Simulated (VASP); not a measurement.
**TiSe (relaxed from the CsCl type structure, space group Pm-3m): computed properties**

All values below come from PBE GGA, VASP's PBE PAW potentials (set 64) (plane waves; VASP).

For TiSe, the space group comes out as Pm-3m (221) and the cell comes out as a = 3.202 Å, b = 3.202 Å, c = 3.202 Å, α = 90.00°, β = 90.00°, γ = 90.00°. The volume per atom is 16.42 Å³/atom. The band gap (over mesh and band path) is none (metal, semimetal or under 0.01 eV) and the density comes out as 6.41 g/cm³.

TiSe has the cubic space group Pm-3m (No. 221), the CsCl type structure, Pearson symbol cP2. Conventional cell: a = 3.2022 Å, b = 3.2022 Å, c = 3.2022 Å, α = 90.00°, β = 90.00°, γ = 90.00°. Ti on 1a has 8 Se at 2.773 Å (cubic). Se on 1b is coordinated by 8 Ti at 2.773 Å and 6 Se at 3.202 Å. (Neighbours: up to the widest gap in distance over summed covalent radii, below 1.35, at either atom; cation-cation and far metal-metal contacts left out.)

The structure was generated: TiSe was put into the CsCl type type (Pm-3m), which need not be its known phase. It was relaxed first, which changed the volume by -32 %. Symmetry was kept, so distortions that lower it aren't found.
